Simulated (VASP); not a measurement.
Data:

```
CELL_PARAMETERS angstrom
      3.97893     0.00000     0.00000
      0.00000     3.97893     0.00000
      0.00000     0.00000     3.97893
ATOMIC_POSITIONS crystal
  Ti 0.00000 0.00000 0.00000
  Pt 0.00000 0.50000 0.50000
  Pt 0.50000 0.00000 0.50000
  Pt 0.50000 0.50000 0.00000
```

Calculation: revTPSS meta-GGA, VASP's PBE PAW potentials (set 64) (plane waves; VASP 6.6.1). Settings: 520 eV cut-off, 8×8×8 Γ-centred mesh, first-order Methfessel-Paxton smearing of 0.10 eV, potentials Ti_sv Pt.

Question: Give the stress tensor in GPa (positive for a compressed cell).

Answer: 
```
-13.46    0.00    0.00
  0.00  -13.46    0.00
  0.00    0.00  -13.46
```
The pressure is its mean diagonal, -13.46 GPa.

The compound is Pt3Ti in the L1_2 structure. This cell is one point of a volume scan, at 1.06 of the reference volume.
